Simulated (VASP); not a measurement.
A run of VASP 6.6.1 is set up as follows.

File INCAR:

```
  PREC = Accurate
  ENCUT = 600
  EDIFF = 1E-7
  ISMEAR = 1
  SIGMA = 0.1
  LREAL = F
  LASPH = T
  NELM = 150
  ALGO = Normal
  ISIF = 3
  LWAVE = F
  LCHARG = F
  ISPIN = 2
  MAGMOM = 5 -5 5 -5 0 0 0 0 0 0
  LORBIT = 11
  LMAXMIX = 4
  GGA = PE
  IBRION = 2
  NSW = 90
  EDIFFG = -0.005
  AMIX = 0.2
  BMIX = 1E-4
  AMIX_MAG = 0.8
  BMIX_MAG = 1E-4
  KPAR = 4
```

The input KPOINTS:

```
regular mesh
0
Gamma
  9 9 9
```

Contents of POSCAR:

```
Fe2O3                                   
1.0
    2.5016597862      1.4443339528      4.6203709988
   -2.5016597862      1.4443339528      4.6203709988
    0.0000000000     -2.8886679057      4.6203709988
  Fe              O             
     4     6
Direct
     0.3557998653421234    0.3557998653421234    0.3557998653421234
     0.1442001346578766    0.1442001346578766    0.1442001346578766
     0.6442001346578765    0.6442001346578765    0.6442001346578765
     0.8557998653421235    0.8557998653421235    0.8557998653421235
     0.5596103645602774    0.9403896354397226    0.2500000000000000
     0.2500000000000026    0.5596103645602799    0.9403896354397174
     0.9403896354397201    0.2499999999999974    0.5596103645602826
     0.4403896354397226    0.0596103645602774    0.7500000000000000
     0.7499999999999974    0.4403896354397200    0.0596103645602826
     0.0596103645602800    0.7500000000000026    0.4403896354397174
```

Potentials or basis: VASP PAW PBE potentials, release 64 (Fe, O).

Launch:

```sh
$ cat potpaw_PBE.64/Fe/POTCAR potpaw_PBE.64/O/POTCAR > POTCAR
$ mpirun -np 4 vasp_std > vasp.out
```

Estimate the relaxed volume.

10.02 Å³/atom.

Predict the site moments.

Fe +3.53, -3.53; O +0.00 μB.

Predict the relaxed cell.

a = 5.450 Å, b = 5.450 Å, c = 5.450 Å, α = 54.65°, β = 54.65°, γ = 54.65°.

Forces on the atoms (eV/Å):
```
Fe   0.000  0.000  0.003
Fe   0.000  0.000 -0.003
Fe   0.000  0.000 -0.003
Fe   0.000  0.000  0.003
O   -0.001  0.000  0.000
O    0.001 -0.001  0.000
O    0.001  0.001  0.000
O    0.001  0.000  0.000
O   -0.001  0.001  0.000
O   -0.001 -0.001  0.000
```
